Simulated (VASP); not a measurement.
# OsI with AM05: from relaxation to properties

What structure does OsI take at this level, and what are its properties? The steps: relaxing cell and atoms (AM05), second relaxation, single point with fields (AM05), bands along the symmetry lines (AM05), density of states (AM05), volume scan with AM05, fit for AM05, core levels (AM05) and bands along the symmetry lines (AM05), changed input. The cell is invented: other elements were put on sites of a known structure type. It may not be a known or stable phase.

Calculated with VASP 6.6.1; AM05; plane waves and PAW (Os, I); invented cell.

Report form: the programs' logs are mostly left out.

### 1. Starting point

Before any relaxation, the start is as follows. The structure is cubic, space group Pm-3m (No. 221). Conventional cell: a = 3.840 Å, b = 3.840 Å, c = 3.840 Å, α = 90.00°, β = 90.00°, γ = 90.00°. Nearest to Os lie 8 I at 3.33 Å. Nearest to I lie 8 Os at 3.33 Å. Farther neighbours and most contacts between anions are not listed.

### 2. Relaxing cell and atoms (AM05)

Properties are meant for the cell that this level of theory prefers, so cell and atoms are relaxed first (ISIF = 3) until forces and stress are small; EDIFFG sets the threshold. AM05 is built from the electron gas and the surface model, and does well on lattice constants.

INCAR

```
SYSTEM = OsI
PREC = Accurate
ENCUT = 400
EDIFF = 1E-06
NELM = 100
ISMEAR = -1
SIGMA = 0.05
LREAL = .FALSE.
ALGO = Normal
GGA = AM
LORBIT = 11
LWAVE = .FALSE.
LCHARG = .FALSE.
IBRION = 2
NSW = 60
ISIF = 3
EDIFFG = -0.01
```

POSCAR

```
OsI
1.0
    3.8404660000      0.0000000000      0.0000000000
    0.0000000000      3.8404660000      0.0000000000
    0.0000000000      0.0000000000      3.8404660000
Os I
1 1
Direct
    0.5000000000      0.5000000000      0.5000000000
    0.0000000000      0.0000000000      0.0000000000
```

KPOINTS

```
Automatic mesh
0
Gamma
6 6 6
0 0 0
```

PAW data sets: Os and I (PBE family, release 64).

Started as:

```
mpirun -np 1 vasp_std
```

It took 46 s on 1 MPI rank of Intel Xeon Platinum 8488C (Sapphire Rapids), shared host; peak memory 0.17 GiB.

This run has no spin polarisation. Its electron count is odd, so without a moment it is a metal by construction. The k-mesh is coarse for a metal. The PAW data sets were made with PBE, which is usual practice but a small mismatch for other functionals. After so large a change of volume the plane waves of the start cell no longer fit, so the final stress carries a basis-set error. The run keeps the 48 symmetry operations of its start, so it cannot find a distortion of lower symmetry.

Step by step:

| step | energy less that of the first step (eV) | largest force (eV/Å) | pressure (GPa) | volume (Å³) |
| --- | --- | --- | --- | --- |
| 1 | 0.0000 | 0.0000 | -21.86 | 56.64 |
| 2 | -1.2939 | 0.0000 | 54.70 | 30.51 |
| 3 | -2.1991 | 0.0000 | -2.53 | 37.57 |
| 4 | -2.2034 | 0.0000 | -0.84 | 37.16 |
| 5 | -2.2036 | 0.0000 | 0.69 | 36.83 |
| 6 | -2.2030 | 0.0000 | -1.09 | 37.22 |
| 7 | -2.2039 | 0.0000 | -0.01 | 36.97 |

| cell as run | before | after | change |
| --- | --- | --- | --- |
| a (Å) | 3.840 | 3.331 | -13.3 % |
| b (Å) | 3.840 | 3.331 | -13.3 % |
| c (Å) | 3.840 | 3.331 | -13.3 % |
| volume (Å³/atom) | 28.32 | 18.49 | -34.7 % |

Final coordinates:

```
Os I
1.0
     3.33144    0.00000    0.00000
     0.00000    3.33144    0.00000
     0.00000    0.00000    3.33144
Os I
1 1
Direct
  0.50000 0.50000 0.50000
  0.00000 0.00000 0.00000
```

This step gave:

```
electrons                       : 15
bands                           : 11
irreducible k-points            : 20
symmetry operations             : 48
free energy (TOTEN)             : -9.985 eV
energy at zero smearing         : -9.970 eV
Fermi energy                    : 10.98 eV
pressure                        : -0.01050 GPa
metallic                        : yes
SCF cycles over all ionic steps : 61
```

It ends with forces that vanish by symmetry and a pressure of -0.01 GPa.

### 3. Second relaxation

A relaxation keeps the plane waves of the cell it began with, so it is repeated from the new cell, on a basis made for it. The mesh changes with the cell too.

INCAR is that of step 2.

POSCAR

```
OsI
1.0
    3.3314419617      0.0000000000      0.0000000000
    0.0000000000      3.3314419617      0.0000000000
    0.0000000000      0.0000000000      3.3314419617
Os I
1 1
Direct
    0.5000000000      0.5000000000      0.5000000000
    0.0000000000      0.0000000000      0.0000000000
```

KPOINTS

```
Automatic mesh
0
Gamma
7 7 7
0 0 0
```

Started as:

```
mpirun -np 1 vasp_std
```

The job ended after 9.8 s (1 MPI rank; peak memory 0.14 GiB).

Little changed from the start: no atom moved by 0.005 Å and no cell edge by 0.1 %.

This step gave:

- free energy (TOTEN): -10.03 eV
- energy at zero smearing: -10.02 eV
- Fermi energy: 11.00 eV
- pressure: 0.001279 GPa
- SCF cycles over all ionic steps: 21

It ends with forces that vanish by symmetry and a pressure of 0.00 GPa.

### 4. Single point with fields (AM05)

The relaxed cell gets a fresh self-consistent run, on a basis set for its own volume, to fix the density and to check the remaining stress.

INCAR: that of step 3 with these lines changed.

```diff
@@ -12,6 +12,5 @@
 LWAVE = .FALSE.
-LCHARG = .FALSE.
-IBRION = 2
-NSW = 60
-ISIF = 3
-EDIFFG = -0.01
+LCHARG = .TRUE.
+ISIF = 2
+LELF = .TRUE.
+LVHAR = .TRUE.
```

POSCAR

```
OsI
1.0
    3.3287681288      0.0000000000      0.0000000000
    0.0000000000      3.3287681288      0.0000000000
    0.0000000000      0.0000000000      3.3287681288
Os I
1 1
Direct
    0.5000000000      0.5000000000      0.5000000000
    0.0000000000      0.0000000000      0.0000000000
```

KPOINTS is that of step 3.

Started as:

```
mpirun -np 1 vasp_std
```

It took 6 s on 1 MPI rank; peak memory 0.13 GiB.

This step gave:

```yaml
scf_cycles: 11
pressure: 0.03199 GPa
```

Valence electrons inside each PAW sphere by angular momentum. Sphere charges, by row:

| atom | s (e) | p (e) | d (e) | tot (e) |
| --- | --- | --- | --- | --- |
| Os1 | 0.452 | 0.388 | 6.144 | 6.985 |
| I2 | 1.577 | 2.427 | 0.22 | 4.224 |

Electrostatic potential energy in the ac plane at fractional y = 0.000, with atoms of I within 0.2 Å of it. With pseudopotentials it is smooth inside the atoms' cores, unlike the true potential.

Ten even steps from '0' (-100 eV) to '9' (2 eV):
```
00024799999974200
00135899999985310
12357999999997532
44578999999998754
77899999999999987
99999999999999999
99999999999999999
99999999999999999
99999999999999999
99999999999999999
99999999999999999
77899999999999987
44578999999998754
12357999999997532
00135899999985310
00024799999974200
00014799999974100
```
Columns run along a (3.3 Å; values clipped at the 3rd and 97th percentile), rows up along c (3.3 Å). Atoms in or near the plane, at fractional coordinates: I at (0.00, 0.00).

Valence density in the ac plane at fractional y = 0.000, with atoms of I within 0.2 Å of it. It is the smooth field of the valence electrons, not physical close to the nuclei.

Ten even steps from '_' (-0.52 e/Å³) to '@' (0.69 e/Å³):
```
..--**@@@@%%##**++++**##%%@@@@**--
++**%%@@@@%%****++++****%%@@@@%%**
%%@@@@@@@@##****++++****##@@@@@@@@
@@@@@@@@%%##**++++++++**##%%@@@@@@
%%%%%%####****++++++++****####%%%%
####**********++++++++**********##
********++++++++++++++++++++******
++++++++++++++++++++++++++++++++++
++++++++++++++++++++++++++++++++++
********++++++++++++++++++++******
####**********++++++++**********##
%%%%%%####****++++++++****####%%%%
@@@@@@@@%%##**++++++++**##%%@@@@@@
%%@@@@@@@@##****++++****##@@@@@@@@
++**%%@@@@%%****++++****%%@@@@%%**
..--**@@@@%%##**++++**##%%@@@@**--
__..++%%@@%%##**++++**##%%@@%%++..
```
Columns run along a (3.3 Å), rows up along c (3.3 Å). Atoms in or near the plane, at fractional coordinates: I at (0.00, 0.00).

ELF in the ac plane at fractional y = 0.000, with atoms of I within 0.2 Å of it. It is the smooth field of the valence electrons, not physical close to the nuclei.

Values, 14 rows by 14 columns, each cell a mean:
```
0.68 0.74 0.81 0.82 0.74 0.46 0.20 0.12 0.22 0.53 0.76 0.83 0.80 0.73
0.78 0.81 0.84 0.82 0.70 0.43 0.21 0.15 0.23 0.50 0.74 0.83 0.84 0.80
0.82 0.83 0.82 0.77 0.62 0.38 0.22 0.18 0.24 0.43 0.66 0.78 0.83 0.83
0.77 0.76 0.73 0.64 0.48 0.32 0.24 0.22 0.25 0.35 0.52 0.66 0.74 0.76
0.54 0.53 0.49 0.42 0.34 0.28 0.27 0.26 0.27 0.29 0.35 0.43 0.50 0.53
0.22 0.23 0.23 0.24 0.25 0.27 0.29 0.30 0.29 0.27 0.25 0.24 0.23 0.22
0.11 0.13 0.15 0.19 0.23 0.27 0.30 0.32 0.30 0.26 0.22 0.18 0.15 0.12
0.20 0.20 0.21 0.23 0.25 0.27 0.30 0.30 0.29 0.27 0.24 0.22 0.21 0.20
0.47 0.46 0.43 0.37 0.31 0.28 0.27 0.27 0.27 0.28 0.32 0.38 0.43 0.46
0.74 0.73 0.69 0.60 0.46 0.31 0.25 0.23 0.25 0.34 0.48 0.62 0.70 0.74
0.82 0.83 0.82 0.76 0.60 0.37 0.23 0.19 0.24 0.42 0.64 0.77 0.82 0.82
0.79 0.82 0.84 0.82 0.69 0.43 0.21 0.15 0.23 0.49 0.73 0.82 0.84 0.81
0.70 0.75 0.82 0.83 0.73 0.46 0.20 0.13 0.23 0.53 0.76 0.83 0.81 0.74
0.62 0.70 0.79 0.82 0.74 0.47 0.20 0.11 0.22 0.54 0.77 0.82 0.78 0.68
```
Columns run along a (3.3 Å), rows up along c (3.3 Å). Atoms in or near the plane, at fractional coordinates: I at (0.00, 0.00).

In this run the pressure is 0.03 GPa, small enough to go on.

### 5. Bands along the symmetry lines (AM05)

Levels along the symmetry lines show where the bands peak and cross; KPOINTS_OPT computes them in the converged potential.

INCAR: that of step 4 with these lines changed.

```diff
@@ -12,5 +12,2 @@
 LWAVE = .FALSE.
-LCHARG = .TRUE.
-ISIF = 2
-LELF = .TRUE.
-LVHAR = .TRUE.
+LCHARG = .FALSE.
```

POSCAR is that of step 4.

KPOINTS is that of step 4.

KPOINTS_OPT

```
Line mode
16
Line-mode
Reciprocal
  0.00000000   0.00000000   0.00000000 GAMMA
  0.00000000   0.50000000   0.00000000 X

  0.00000000   0.50000000   0.00000000 X
  0.50000000   0.50000000   0.00000000 M

  0.50000000   0.50000000   0.00000000 M
  0.00000000   0.00000000   0.00000000 GAMMA

  0.00000000   0.00000000   0.00000000 GAMMA
  0.50000000   0.50000000   0.50000000 R

  0.50000000   0.50000000   0.50000000 R
  0.00000000   0.50000000   0.00000000 X

  0.50000000   0.50000000   0.00000000 M
  0.50000000   0.50000000   0.50000000 R
```

Started as:

```
mpirun -np 1 vasp_std
```

The job ended after 12 s (1 MPI rank; peak memory 0.14 GiB).

Spin-orbit coupling is off here; with elements this heavy it splits and shifts levels by tenths of an eV or more.

The electronic bands at the labelled points (eV, zero at the Fermi level; # counts the bands kept):

| point | #3 | #4 | #5 | #6 | #7 | #8 |
| --- | --- | --- | --- | --- | --- | --- |
| Γ | -3.22 | -3.22 | -3.22 | -1.06 | -1.06 | -1.06 |
| 0.47 of the way | -4.08 | -3.93 | -2.14 | -1.00 | 0.38 | 0.38 |
| X | -4.72 | -3.53 | -0.92 | 0.03 | 2.45 | 2.45 |
| 0.53 of the way | -3.87 | -3.44 | -1.75 | -0.23 | -0.02 | 0.79 |
| M | -4.66 | -2.27 | -2.27 | -1.38 | -1.05 | 0.25 |
| 0.47 of the way | -3.94 | -3.17 | -1.77 | -0.90 | -0.81 | 1.13 |
| Γ | -3.22 | -3.22 | -3.22 | -1.06 | -1.06 | -1.06 |
| 0.47 of the way | -6.50 | -2.48 | -2.48 | -0.89 | 0.50 | 0.50 |
| R | -8.24 | 0.34 | 0.34 | 0.58 | 0.58 | 0.58 |
| 0.47 of the way | -5.21 | -2.73 | -2.41 | -1.70 | 0.30 | 2.25 |
| X | -4.72 | -3.53 | -0.92 | 0.03 | 2.45 | 2.45 |
| jump to M | -4.66 | -2.27 | -2.27 | -1.38 | -1.05 | 0.25 |
| 0.47 of the way | -5.52 | -3.36 | -1.40 | -1.40 | 0.29 | 1.19 |
| R | -8.24 | 0.34 | 0.34 | 0.58 | 0.58 | 0.58 |

Of the projections kept (Os, I), the largest for each band there; the rest of the weight can lie on other orbitals:

| point | #3 | #4 | #5 | #6 | #7 | #8 |
| --- | --- | --- | --- | --- | --- | --- |
| Γ | I 0.88 | I 0.88 | I 0.88 | Os 0.98 | Os 0.98 | Os 0.98 |
| X | Os 0.57 | Os 1.00 | Os 1.00 | Os 0.96 | Os 0.55 | Os 0.55 |
| M | Os 0.92 | Os 0.95 | Os 0.95 | I 1.00 | Os 0.84 | Os 1.00 |
| Γ | I 0.88 | I 0.88 | I 0.88 | Os 0.98 | Os 0.98 | Os 0.98 |
| R | I 0.56 | Os 1.00 | Os 1.00 | Os 0.69 | Os 0.69 | Os 0.69 |
| X | Os 0.57 | Os 1.00 | Os 1.00 | Os 0.96 | Os 0.55 | Os 0.55 |

There is no gap at this level.

### 6. Density of states (AM05)

Here the states are counted by energy and projected on the atoms. The mesh is finer than in the run before.

INCAR: that of step 5 with these lines changed.

```diff
@@ -5,3 +5,3 @@
 NELM = 100
-ISMEAR = -1
+ISMEAR = -5
 SIGMA = 0.05
@@ -13 +13,2 @@
 LCHARG = .FALSE.
+NEDOS = 2001
```

POSCAR is that of step 5.

KPOINTS

```
Automatic mesh
0
Gamma
10 10 10
0 0 0
```

Started as:

```
mpirun -np 1 vasp_std
```

Wall time 13 s (1 MPI rank); peak memory 0.15 GiB.

The DOS at the Fermi level is high for the number of transition-metal atoms. It is one value on this mesh and may be a narrow spike; if it stands, a magnetic instability is possible, which a run without spin can't show. With tetrahedra the forces and stress of a metal are not exact derivatives of the energy.

This step gave:

* SCF cycles: 12
* irreducible k-points: 56
* free energy (TOTEN): -10.01 eV
* Fermi energy: 11.08 eV
* pressure: -0.5390 GPa
* DOS at the Fermi level: 2.623 states/eV/cell

The density of states has structure finer than the step of the table below, so its rows give means over 1 eV, whole bins alone (the curve runs from -12.0 to 2.38 eV). Peaks (eV: height): total -3.4: 3.48, -2.1: 4.04, -1.7: 3.16, 0.0: 2.70; Os d -3.3: 2.20, -2.1: 3.01, -1.7: 2.30, 0.0: 2.12; I p -8.1: 0.955, -6.2: 0.576, -5.1: 0.666, -4.6: 0.773; Os s -8.1: 0.154, -0.9: 0.0777, 1.1: 0.224, 2.3: 0.465; I d -3.4: 0.0648, -2.1: 0.148, -1.7: 0.114, 2.3: 0.0585.

States under -12.0 eV and over 2.4 eV are left out. The density of states by energy, zero at the Fermi level; means over each step; values in states/eV/cell:

| energy (eV) | total | Os d | I p | Os s | I d |
| --- | --- | --- | --- | --- | --- |
| -11 | 0 | 0 | 0 | 0 | 0 |
| -10 | 0.107 | 0.00551 | 0.0335 | 0.0198 | 1.6e-4 |
| -9 | 0.531 | 0.0324 | 0.175 | 0.0754 | 0.00187 |
| -8 | 1.44 | 0.183 | 0.519 | 0.0901 | 0.00519 |
| -7 | 0.976 | 0.156 | 0.363 | 0.0245 | 0.00642 |
| -6 | 0.896 | 0.186 | 0.325 | 0.0153 | 0.00883 |
| -5 | 1.24 | 0.348 | 0.428 | 0.0230 | 0.0123 |
| -4 | 1.04 | 0.420 | 0.273 | 0.0303 | 0.0143 |
| -3 | 1.71 | 1.07 | 0.0973 | 0.0528 | 0.0399 |
| -2 | 2.22 | 1.62 | 0.0434 | 0.0298 | 0.0787 |
| -1 | 1.87 | 1.36 | 0.0677 | 0.0394 | 0.0420 |
| 0 | 2.03 | 1.55 | 0.191 | 0.0234 | 0.0196 |
| 1 | 1.57 | 0.838 | 0.322 | 0.112 | 0.0368 |

The finer mesh and the other smearing move the Fermi level by +0.08 eV from the 7×7×7 run, one measure of the sampling error in the zero of the bands above. Of the states within 0.3 eV of the Fermi level, the largest shares in the PAW spheres are Os d 78 % and I p 9 %. The rest lies in smaller channels or between the spheres.

### 7. Volume scan with AM05

An equation of state needs energies on both sides of the minimum, all on one mesh and cutoff.

INCAR: that of step 6 with these lines changed.

```diff
@@ -5,3 +5,3 @@
 NELM = 100
-ISMEAR = -5
+ISMEAR = -1
 SIGMA = 0.05
@@ -13,2 +13,2 @@
 LCHARG = .FALSE.
-NEDOS = 2001
+ISIF = 2
```

POSCAR

```
OsI
1.0
    3.2608150181      0.0000000000      0.0000000000
    0.0000000000      3.2608150181      0.0000000000
    0.0000000000      0.0000000000      3.2608150181
Os I
1 1
Direct
    0.5000000000      0.5000000000      0.5000000000
    0.0000000000      0.0000000000      0.0000000000
```

KPOINTS

```
Automatic mesh
0
Gamma
7 7 7
0 0 0
```

Started as:

```
mpirun -np 1 vasp_std
```

Wall time 4.8 s (1 MPI rank); peak memory 0.14 GiB.

The scan keeps the cell's shape and the fractional positions fixed.

This step gave:

```yaml
irreducible_k_points: 20
free_energy_toten: -9.945 eV
energy_at_zero_smearing: -9.935 eV
fermi_energy: 12.07 eV
pressure: 12.88 GPa
```

The pressure here is 12.88 GPa.

### 8. Volume scan with AM05 (run 2)

INCAR is that of step 7.

POSCAR

```
OsI
1.0
    3.2837792608      0.0000000000      0.0000000000
    0.0000000000      3.2837792608      0.0000000000
    0.0000000000      0.0000000000      3.2837792608
Os I
1 1
Direct
    0.5000000000      0.5000000000      0.5000000000
    0.0000000000      0.0000000000      0.0000000000
```

KPOINTS is that of step 7.

Started as:

```
mpirun -np 1 vasp_std
```

It took 6 s on 1 MPI rank; peak memory 0.14 GiB.

This step gave:

| Quantity | Value |
| --- | --- |
| free energy (TOTEN) | -9.993 eV |
| energy at zero smearing | -9.983 eV |
| Fermi energy | 11.70 eV |
| pressure | 8.035 GPa |

The pressure falls from 12.88 to 8.04 GPa.

The run ends at a pressure of 8.04 GPa.

### 9. Volume scan with AM05 (run 3)

INCAR is that of step 8.

POSCAR

```
OsI
1.0
    3.3064267299      0.0000000000      0.0000000000
    0.0000000000      3.3064267299      0.0000000000
    0.0000000000      0.0000000000      3.3064267299
Os I
1 1
Direct
    0.5000000000      0.5000000000      0.5000000000
    0.0000000000      0.0000000000      0.0000000000
```

KPOINTS is that of step 8.

Started as:

```
mpirun -np 1 vasp_std
```

It took 5.8 s on 1 MPI rank; peak memory 0.14 GiB.

The pressure falls from 8.04 to 3.79 GPa.

The run ends at a pressure of 3.79 GPa.

### 10. Volume scan with AM05 (run 4)

INCAR is that of step 9.

POSCAR

```
OsI
1.0
    3.3287681288      0.0000000000      0.0000000000
    0.0000000000      3.3287681288      0.0000000000
    0.0000000000      0.0000000000      3.3287681288
Os I
1 1
Direct
    0.5000000000      0.5000000000      0.5000000000
    0.0000000000      0.0000000000      0.0000000000
```

KPOINTS is that of step 9.

Started as:

```
mpirun -np 1 vasp_std
```

Wall time 6.4 s (1 MPI rank); peak memory 0.13 GiB.

The pressure falls from 3.79 to 0.03 GPa.

The run ends at a pressure of 0.03 GPa.

### 11. Volume scan with AM05 (run 5)

INCAR is that of step 10.

POSCAR

```
OsI
1.0
    3.3508135933      0.0000000000      0.0000000000
    0.0000000000      3.3508135933      0.0000000000
    0.0000000000      0.0000000000      3.3508135933
Os I
1 1
Direct
    0.5000000000      0.5000000000      0.5000000000
    0.0000000000      0.0000000000      0.0000000000
```

KPOINTS is that of step 10.

Started as:

```
mpirun -np 1 vasp_std
```

Elapsed: 6.2 s, on 1 MPI rank; peak memory 0.14 GiB.

The pressure falls from 0.03 to -3.20 GPa.

The run ends at a pressure of -3.20 GPa.

### 12. Volume scan with AM05 (run 6)

INCAR is that of step 11.

POSCAR

```
OsI
1.0
    3.3725727328      0.0000000000      0.0000000000
    0.0000000000      3.3725727328      0.0000000000
    0.0000000000      0.0000000000      3.3725727328
Os I
1 1
Direct
    0.5000000000      0.5000000000      0.5000000000
    0.0000000000      0.0000000000      0.0000000000
```

KPOINTS is that of step 11.

Started as:

```
mpirun -np 1 vasp_std
```

Elapsed: 6 s, on 1 MPI rank; peak memory 0.14 GiB.

The pressure falls from -3.20 to -6.07 GPa.

The run ends at a pressure of -6.07 GPa.

### 13. Volume scan with AM05 (run 7)

A prediction first. A parabola through the 6 pressures of evenly scaled cells so far, P = 0.04 -175.4 t +515 t² GPa with t = ln(V/V₁) and V₁ the volume at scale 1, gives -8.44 GPa at t = +0.0583.

INCAR is that of step 12.

POSCAR

```
OsI
1.0
    3.3940546670      0.0000000000      0.0000000000
    0.0000000000      3.3940546670      0.0000000000
    0.0000000000      0.0000000000      3.3940546670
Os I
1 1
Direct
    0.5000000000      0.5000000000      0.5000000000
    0.0000000000      0.0000000000      0.0000000000
```

KPOINTS is that of step 12.

Started as:

```
mpirun -np 1 vasp_std
```

Wall time 7.2 s (1 MPI rank); peak memory 0.14 GiB.

The pressure falls from -6.07 to -8.64 GPa. The parabola predicted -8.44 GPa, +0.20 GPa off.

### 14. Comparing the runs

Times are for 1 MPI rank of Intel Xeon Platinum 8488C (Sapphire Rapids), shared host. Results by setting:

| no. | volume scale | energy above the lowest point (meV/atom) | pressure (GPa) | time | memory (GiB) |
| --- | --- | --- | --- | --- | --- |
| 1 | 0.94 | 42.06 | 12.88 | 4.8 s | 0.14 |
| 2 | 0.96 | 17.94 | 8.035 | 6 s | 0.14 |
| 3 | 0.98 | 4.33 | 3.785 | 5.8 s | 0.14 |
| 4 | 1 | 0 | 0.03199 | 6.4 s | 0.13 |
| 5 | 1.02 | 3.72 | -3.200 | 6.2 s | 0.14 |
| 6 | 1.04 | 14.41 | -6.072 | 6 s | 0.14 |
| 7 | 1.06 | 31.41 | -8.635 | 7.2 s | 0.14 |

(Continued in part 2 of 2.)

[Lines on the potential files, build, host, timing and source positions are cut from VASP's logs without a mark.]

[Logs are printed without paths, hosts, clocks, repeated set-up lines and the standing remarks that a program may print on its own settings, such as how far it seeks lower states.]

[Hosts, paths, dates, database ids (printed as entryN), source tags and the programs' standing remarks are cut or masked in the printed files.]

[A measured line is paired with the nearest computed mode of its activity, which favours agreement.]
